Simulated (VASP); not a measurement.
InSb (zinc blende): the cohesive energy from VASP (plane waves, PAW) at several levels of theory. Atoms are spin-polarised in a large box without symmetry, with the spin fixed by Hund's rule, and may not be in the lowest state of each functional; no zero-point energy is added. Spin-orbit coupling is left out, which shifts such energies by up to tenths of an eV for the heavy elements here.

```json
[
 {"level": "LDA", "cohesive energy (eV/atom)": "3.50", "error against measurement": "+24.7 %"},
 {"level": "PBE", "cohesive energy (eV/atom)": "2.64", "error against measurement": "-6.2 %"},
 {"level": "r2SCAN", "cohesive energy (eV/atom)": "2.72", "error against measurement": "-3.2 %"},
 {"level": "HSE06", "cohesive energy (eV/atom)": "2.66", "error against measurement": "-5.3 %"}
]
```

Measured: 2.81 eV/atom at 0 K (as given by Daniel Mejia-Rodriguez et al., Physical Review B (2018), arXiv:1807.09216; static lattice: zero-point vibration energy added).

The cell of the LDA run:

```
InSb
1.0
    0.00000     3.22768     3.22768
    3.22768     0.00000     3.22768
    3.22768     3.22768     0.00000
In Sb
1 1
Direct
  0.00000   0.00000   0.00000
  0.25000   0.25000   0.25000
```

Only levels that ran to the end are used. Left out are those held back, those with too coarse a band path, GW runs whose mesh misses a band edge, hybrids' fits of cells that aren't cubic and levels without matching references; a question may draw on a part of the rest.
